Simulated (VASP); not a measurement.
Level of theory: PBEsol GGA, VASP's PBE PAW potentials (set 64) (plane waves; VASP).

VASP ran on this input.

KPOINTS:
```
Automatic mesh
0
Gamma
11 11 11
0 0 0
```

INCAR:
```
# general
SYSTEM =MgS
PREC   =Accurate
ENCUT  =400
LREAL  =.FALSE.   # projection in real space or not
LASPH  =.TRUE.
NBANDS =24

# electronic loop
EDIFF  =1E-7   # SCF stop (eV)
NELM   =100   # most electronic steps
ALGO   =Normal

# smearing
ISMEAR =0
SIGMA  =0.01   # width (eV)

# functional
GGA    =PS

# output
LWAVE  =.FALSE.
LCHARG =.FALSE.
NEDOS  =1001   # DOS grid

# other
LOPTICS=.TRUE.
CSHIFT =0.1
```

POSCAR:
```
MgS
1
    0.0000000000     2.5890714753     2.5890714753
    2.5890714753    -0.0000000000     2.5890714753
    2.5890714753     2.5890714753     0.0000000000
Mg S
1 1
Direct
  0.0000000000   0.0000000000   0.0000000000
  0.5000000000   0.5000000000   0.5000000000
```

POTCAR, in this order: Mg S (PBE.64 set). Program: vasp_std.

Output of the run:

**OUTCAR**
```
 ion  position               nearest neighbor table
   1  0.000  0.000  0.000-   2 2.59   2 2.59   2 2.59   2 2.59   2 2.59   2 2.59
   2  0.500  0.500  0.500-   1 2.59   1 2.59   1 2.59   1 2.59   1 2.59   1 2.59
  LATTYP: Found a face centered cubic cell.
 ALAT       =     5.1781429506
 Subroutine PRICEL returns:
 Original cell was already a primitive cell.
 Subroutine GETGRP returns: Found 48 space group operations
The static configuration has the point symmetry O_h .
The dynamic configuration has the point symmetry O_h .
 Subroutine INISYM returns: Found 48 space group operations
 Subroutine IBZKPT returns following result:
 Found     56 irreducible k-points:

 Following reciprocal coordinates:
            Coordinates               Weight
  0.000000  0.000000  0.000000      1.000000
  0.090909  0.000000  0.000000      8.000000
  0.181818  0.000000  0.000000      8.000000
  0.272727  0.000000  0.000000      8.000000
  0.363636  0.000000  0.000000      8.000000
  0.454545  0.000000  0.000000      8.000000
  0.090909  0.090909  0.000000      6.000000
  0.181818  0.090909  0.000000     24.000000
  0.272727  0.090909  0.000000     24.000000
  0.363636  0.090909  0.000000     24.000000
  0.454545  0.090909  0.000000     24.000000
 -0.454545  0.090909  0.000000     24.000000
 -0.363636  0.090909  0.000000     24.000000
 -0.272727  0.090909  0.000000     24.000000
 -0.181818  0.090909  0.000000     24.000000
 -0.090909  0.090909  0.000000     12.000000
  0.181818  0.181818  0.000000      6.000000
  0.272727  0.181818  0.000000     24.000000
  0.363636  0.181818  0.000000     24.000000
  0.454545  0.181818  0.000000     24.000000
 -0.454545  0.181818  0.000000     24.000000
 -0.363636  0.181818  0.000000     24.000000
 -0.272727  0.181818  0.000000     24.000000
 -0.181818  0.181818  0.000000     12.000000
...
```

File OSZICAR:
```
       N       E                     dE             d eps       ncg     rms          rms(c)
DAV:   1     0.167663040758E+02    0.16766E+02   -0.25623E+03  2872   0.213E+02
DAV:   2    -0.867466245362E+01   -0.25441E+02   -0.24332E+02  3600   0.618E+01
DAV:   3    -0.943750839421E+01   -0.76285E+00   -0.76012E+00  3440   0.940E+00
DAV:   4    -0.944022015788E+01   -0.27118E-02   -0.27117E-02  3200   0.606E-01
DAV:   5    -0.944023451668E+01   -0.14359E-04   -0.14359E-04  3480   0.447E-02    0.416E+00
DAV:   6    -0.911788860721E+01    0.32235E+00   -0.43889E-01  3104   0.147E+00    0.317E+00
DAV:   7    -0.907746760615E+01    0.40421E-01   -0.12957E-01  3368   0.897E-01    0.191E+00
DAV:   8    -0.907495790040E+01    0.25097E-02   -0.76235E-03  3168   0.271E-01    0.664E-01
DAV:   9    -0.907479551047E+01    0.16239E-03   -0.29500E-04  3264   0.501E-02    0.305E-01
DAV:  10    -0.907479494456E+01    0.56591E-06   -0.13832E-04  3384   0.290E-02    0.109E-01
DAV:  11    -0.907478990586E+01    0.50387E-05   -0.79620E-06  3280   0.785E-03    0.184E-02
DAV:  12    -0.907478979757E+01    0.10829E-06   -0.53867E-07  3368   0.230E-03    0.294E-03
DAV:  13    -0.907478975713E+01    0.40449E-07   -0.19148E-08  1984   0.348E-04
   1 F= -.90747898E+01 E0= -.90747898E+01  d E =-.203682E-19
 imaginary and real dielectric function
```

File OUTCAR:
```
------------------------ aborting loop because EDIFF is reached ----------------------------------------
  FORCE on cell =-STRESS in cart. coord.  units (eV):
  Direction    XX          YY          ZZ          XY          YZ          ZX
  --------------------------------------------------------------------------------------
  Total       -0.0002549     -0.0002549     -0.0002549     -0.0000000     -0.0000000     -0.0000000
  in kB       -0.0117638     -0.0117638     -0.0117638     -0.0000000     -0.0000000     -0.0000000
  external PRESSURE =      -0.0117638 kB  Pullay stress =       0.0000000 kB
  volume of cell :       34.71
      direct lattice vectors                 reciprocal lattice vectors
     0.000000000  2.589071475  2.589071475    -0.193119427  0.193119427  0.193119427
     2.589071475  0.000000000  2.589071475     0.193119427 -0.193119427  0.193119427
     2.589071475  2.589071475  0.000000000     0.193119427  0.193119427 -0.193119427
 POSITION                                       TOTAL-FORCE (eV/Angst)
 -----------------------------------------------------------------------------------
      0.00000      0.00000      0.00000        -0.000000     -0.000000     -0.000000
      2.58907      2.58907      2.58907         0.000000      0.000000      0.000000
 -----------------------------------------------------------------------------------
    total drift:                               -0.000000     -0.000000      0.000000
  FREE ENERGIE OF THE ION-ELECTRON SYSTEM (eV)
  ---------------------------------------------------
  free  energy   TOTEN  =        -9.0747897571 eV

  energy  without entropy=       -9.0747897571  energy(sigma->0) =       -9.07478976

 plasma frequency squared (from intraband transitions) (eV^2)
  --------------------------------------------------------------------------------------
       0.000       0.000      -0.000
       0.000       0.000       0.000
      -0.000       0.000       0.000

 plasma frequency squared (from interband transitions, int dw w eps(2)(w)) (eV^2)
  --------------------------------------------------------------------------------------
     282.683       0.000       0.000       0.000      -0.000      -0.000
       0.000      -0.000     282.683       0.000       0.000      -0.000
      -0.000       0.000       0.000       0.000     282.683       0.000
```
(Selected blocks of OUTCAR.)

OUTCAR:
```
 val. band max:        3.8065434450   @ k =   0.0000   0.0000   0.0000

 cond. band min:       6.6285557273   @ k =   0.4545   0.4545   0.0000


 Fermi energy:         3.8649107395

 k-point     1 :       0.0000    0.0000    0.0000
  band No.  band energies     occupation
      1      -8.9613      2.00000
      2       3.8065      2.00000
      3       3.8065      2.00000
      4       3.8065      2.00000
      5       7.5142      0.00000
      6      11.6513      0.00000
      7      11.6513      0.00000
      8      11.6513      0.00000
      9      14.1341      0.00000
     10      14.1341      0.00000
     11      16.1370      0.00000
     12      17.0356      0.00000
     13      17.0356      0.00000
     14      17.0356      0.00000
     15      25.0864      0.00000
     16      30.5334      0.00000
     17      30.5334      0.00000
     18      30.5334      0.00000
     19      34.9958      0.00000
     20      34.9958      0.00000
     21      34.9958      0.00000
     22      35.9093      0.00000
     23      35.9093      0.00000
     24      38.6955      0.00000

 k-point     2 :       0.0909    0.0000    0.0000
  band No.  band energies     occupation
      1      -8.8778      2.00000
      2       3.1716      2.00000
      3       3.7481      2.00000
      4       3.7481      2.00000
      5       8.0222      0.00000
      6      11.4183      0.00000
      7      11.8151      0.00000
      8      11.8151      0.00000
      9      13.6946      0.00000
     10      13.6946      0.00000
     11      16.5951      0.00000
     12      17.1520      0.00000
     13      17.8349      0.00000
     14      17.8349      0.00000
     15      25.4983      0.00000
     16      29.5976      0.00000
     17      29.7013      0.00000
     18      29.7013      0.00000
     19      34.1202      0.00000
     20      34.1202      0.00000
     21      35.7317      0.00000
     22      36.2977      0.00000
     23      36.2977      0.00000
     24      38.6594      0.00000
...
```

The compound is MgS in the rock salt structure. It was relaxed first.
